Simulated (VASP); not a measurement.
# Titanium: structure and properties in VASP, part 2 of 2

Aim: relax Titanium with LDA, compute its properties on that cell and hold them against experiment. Left out of this account: 1 further run (relaxation: it shows nothing beyond the runs told). The start is a cell from a database of measured crystal structures.

VASP 6.6.1; LDA; plane waves and PAW (Ti_sv).

Still holding for the runs below: The k-mesh is coarse for a metal.

So far. Step 16 (Volume scan with LDA, volume scale 0.96 (run 2)): The run ends at a pressure of 5.78 GPa.

### 17. Volume scan with LDA, volume scale 0.98 (run 2)

The input, INCAR:

```
SYSTEM = Ti
PREC = Accurate
ENCUT = 400
EDIFF = 1E-06
NELM = 100
ISMEAR = 1
SIGMA = 0.2
LREAL = .FALSE.
ALGO = Normal
GGA = CA
NBANDS = 18
LASPH = .TRUE.
LORBIT = 11
LWAVE = .FALSE.
LCHARG = .FALSE.
KPAR = 2
ISIF = 2
```

The input, POSCAR:

```
Ti
1.0
    2.8407774808      0.0000000000      0.0000000000
   -1.4203887403      2.4601854650      0.0000000000
    0.0000000000      0.0000000000      4.4800688374
Ti
2
Direct
    0.3333333333      0.6666666667      0.2500000000
    0.6666666667      0.3333333333      0.7500000000
```

The input, KPOINTS:

```
Automatic mesh
0
Gamma
8 8 4
0 0 0
```

The projector-augmented-wave data sets are Ti_sv (LDA family, release 64).

Command:

```console
> mpirun -np 2 vasp_std
```

It took 8.8 s on 2 MPI ranks of AMD EPYC 7R43, shared host; peak memory 0.18 GiB; 16 s of CPU time.

The pressure falls from 5.78 to 2.77 GPa.

The run ends at a pressure of 2.77 GPa.

### 18. Volume scan with LDA, volume scale 1 (run 2)

INCAR is that of step 17.

The input, POSCAR:

```
Ti
1.0
    2.8599725055      0.0000000000      0.0000000000
   -1.4299862527      2.4768088440      0.0000000000
    0.0000000000      0.0000000000      4.5103404911
Ti
2
Direct
    0.3333333333      0.6666666667      0.2500000000
    0.6666666667      0.3333333333      0.7500000000
```

KPOINTS is that of step 17.

Command:

```console
> mpirun -np 2 vasp_std
```

It took 12 s on 2 MPI ranks; peak memory 0.18 GiB.

The pressure falls from 2.77 to 0.03 GPa.

The run ends at a pressure of 0.03 GPa.

### 19. Volume scan with LDA, volume scale 1.02 (run 2)

INCAR is that of step 18.

The input, POSCAR:

```
Ti
1.0
    2.8789132728      0.0000000000      0.0000000000
   -1.4394566363      2.4932120296      0.0000000000
    0.0000000000      0.0000000000      4.5402111662
Ti
2
Direct
    0.3333333333      0.6666666667      0.2500000000
    0.6666666667      0.3333333333      0.7500000000
```

KPOINTS is that of step 18.

Command:

```console
> mpirun -np 2 vasp_std
```

Elapsed: 13 s, on 2 MPI ranks; peak memory 0.17 GiB; 24 s of CPU time.

The pressure falls from 0.03 to -2.48 GPa.

The run ends at a pressure of -2.48 GPa.

### 20. Volume scan with LDA, volume scale 1.04 (run 2)

INCAR is that of step 19.

The input, POSCAR:

```
Ti
1.0
    2.8976080386      0.0000000000      0.0000000000
   -1.4488040193      2.5094021718      0.0000000000
    0.0000000000      0.0000000000      4.5696938830
Ti
2
Direct
    0.3333333333      0.6666666667      0.2500000000
    0.6666666667      0.3333333333      0.7500000000
```

KPOINTS is that of step 19.

Command:

```console
> mpirun -np 2 vasp_std
```

Elapsed: 12 s, on 2 MPI ranks; peak memory 0.18 GiB.

The pressure falls from -2.48 to -4.75 GPa.

The run ends at a pressure of -4.75 GPa.

### 21. Volume scan with LDA, volume scale 1.06 (run 2)

INCAR is that of step 20.

The input, POSCAR:

```
Ti
1.0
    2.9160646384      0.0000000000      0.0000000000
   -1.4580323191      2.5253860560      0.0000000000
    0.0000000000      0.0000000000      4.5988009982
Ti
2
Direct
    0.3333333333      0.6666666667      0.2500000000
    0.6666666667      0.3333333333      0.7500000000
```

KPOINTS is that of step 20.

Command:

```console
> mpirun -np 2 vasp_std
```

The job ended after 11 s (2 MPI ranks; peak memory 0.18 GiB; 20 s of CPU time).

The pressure falls from -4.75 to -6.83 GPa.

The run ends at a pressure of -6.83 GPa.

### 22. Side by side

Times are for 2 MPI ranks of AMD EPYC 7R43, shared host. The series side by side:

| no. | volume scale | energy above the lowest point (meV/atom) | pressure (GPa) | time | memory (GiB) |
| --- | --- | --- | --- | --- | --- |
| 1 | 0.94 | 32.52 | 9.071 | 6.4 s | 0.17 |
| 2 | 0.94 | 32.52 | 9.071 | 9 s | 0.18 |
| 3 | 0.96 | 15.58 | 5.783 | 6.6 s | 0.18 |
| 4 | 0.96 | 15.58 | 5.783 | 7.8 s | 0.17 |
| 5 | 0.98 | 4.85 | 2.775 | 7.2 s | 0.18 |
| 6 | 0.98 | 4.85 | 2.775 | 8.8 s | 0.18 |
| 7 | 1 | 0 | 0.03208 | 8.4 s | 0.17 |
| 8 | 1 | 0 | 0.03208 | 12 s | 0.18 |
| 9 | 1.02 | 0.63 | -2.477 | 7.2 s | 0.18 |
| 10 | 1.02 | 0.63 | -2.477 | 13 s | 0.17 |
| 11 | 1.04 | 6.2 | -4.753 | 7 s | 0.18 |
| 12 | 1.04 | 6.2 | -4.753 | 12 s | 0.18 |
| 13 | 1.06 | 16.16 | -6.826 | 11 s | 0.18 |
| 14 | 1.06 | 16.16 | -6.826 | 11 s | 0.18 |

### 23. Fit for LDA

This step: Birch-Murnaghan fit, LDA; plane waves and PAW (VASP 6.6.1).

Derived from the runs above.

Energy above the fitted minimum against volume:

```
volume (Å³/atom)  energy above the fitted minimum (eV/atom)
          15.016                                     0.0329
          15.336                                     0.0159
          15.655                                    0.00518
          15.975                                     3.3e-4
          16.294                                     9.7e-4
          16.614                                    0.00653
          16.933                                     0.0165
```

The fitted volume lies +0.77 % from the relaxed one. At a finite cutoff and mesh the minimum of the energy and the zero of the stress don't quite coincide, and the relaxation stops at a threshold.

### 24. Field gradients at the nuclei (LDA)

This step: LDA; plane waves and PAW (Ti_sv) (VASP 6.6.1).

Field gradients probe how far the charge around each nucleus departs from cubic symmetry; LASPH keeps the non-spherical terms inside the spheres.

Edit INCAR of step 21 so:

```diff
@@ -3,3 +3,3 @@
 ENCUT = 400
-EDIFF = 1E-06
+EDIFF = 1E-07
 NELM = 100
@@ -16,2 +16,2 @@
 KPAR = 2
-ISIF = 2
+LEFG = .TRUE.
```

The input, POSCAR:

```
Ti
1.0
    2.8599725055      0.0000000000      0.0000000000
   -1.4299862527      2.4768088440      0.0000000000
    0.0000000000      0.0000000000      4.5103404911
Ti
2
Direct
    0.3333333333      0.6666666667      0.2500000000
    0.6666666667      0.3333333333      0.7500000000
```

KPOINTS is that of step 21.

Command:

```console
> mpirun -np 2 vasp_std
```

Run time: 13 s. Hardware: 2 MPI ranks; peak memory 0.18 GiB.

Numbers from this step:

```yaml
scf_cycles: 15
free_energy_toten: -17.10 eV
energy_at_zero_smearing: -17.10 eV
fermi_energy: 9.066 eV
pressure: 0.004245 GPa
```

Electric field gradients, by row:

| atom | Vxx (V/Å²) | Vyy (V/Å²) | Vzz (V/Å²) | asymmetry |
| --- | --- | --- | --- | --- |
| Ti1 | -13.02 | -13.02 | 26.05 | 0 |
| Ti2 | -13.02 | -13.02 | 26.05 | 0 |

The largest gradient, 26.05 V/Å², sits on Ti1 and like sites; times the quadrupole moment of a nucleus that has one, it gives the coupling that NMR and NQR see.

### 25. Results

* relaxed volume: 15.97 Å³/atom
* relaxed conventional cell a, b, c: 2.860, 2.860, 4.510 Å; angles 90.0, 90.0, 120.0°
* space group after relaxing, within 0.02 Å: P6_3/mmc (No. 194)
* band gap: none, a metal
* DOS at the Fermi level: 1.87 states/eV/cell
* bulk modulus from the fit: 131 GPa
* volume from the fit: 16.1 Å³/atom
* largest field gradient Vzz: 26.05 V/Å² on Ti1

**Reading.** With LDA, Titanium relaxes to 15.97 Å³/atom in space group P6_3/mmc (held by the symmetry of the run), comes out as a metal and has a bulk modulus of 131 GPa at fixed shape and positions, an upper bound. Against the listed cell the volume lies -9.4 % (a -3.1 %, c -3.6 %). Bands along the symmetry lines (LDA): Of the bands kept, 4 cross the Fermi level on this path. The k-sampling is coarse for a metal, so the Fermi level, pressures and the shape of the cell carry errors. No search among competing phases was made. All values are for a static lattice at zero temperature.

Calculation against experiment:

| quantity | measured | LDA |
| --- | --- | --- |
| lattice constant a (Å) | 2.9536 | 2.860 (-3.2 %) |
| lattice constant c (Å) | 4.685 | 4.510 (-3.7 %) |

Measured values from arxiv:2402.07147 (2024).

**Verdict.** The lattice constant a is off by -3.2 %: a clear miss. The lattice constant c is off by -3.7 %: a clear miss. The grades are ours: good and fair within 0.7 and 1.5 % for the lattice constant a and 0.8 and 2 % for the lattice constant c. For lattice constants the calculation has a static lattice, without zero-point motion or thermal expansion (measured at up to 298 K).

[Lines on the potential files, build, host, timing and source positions are cut from VASP's logs without a mark.]

[Logs are printed without paths, hosts, clocks, repeated set-up lines and the standing remarks that a program may print on its own settings, such as how far it seeks lower states.]

[Hosts, paths, dates, database ids (printed as entryN), source tags and the programs' standing remarks are cut or masked in the printed files.]

[A measured line is paired with the nearest computed mode of its activity, which favours agreement.]
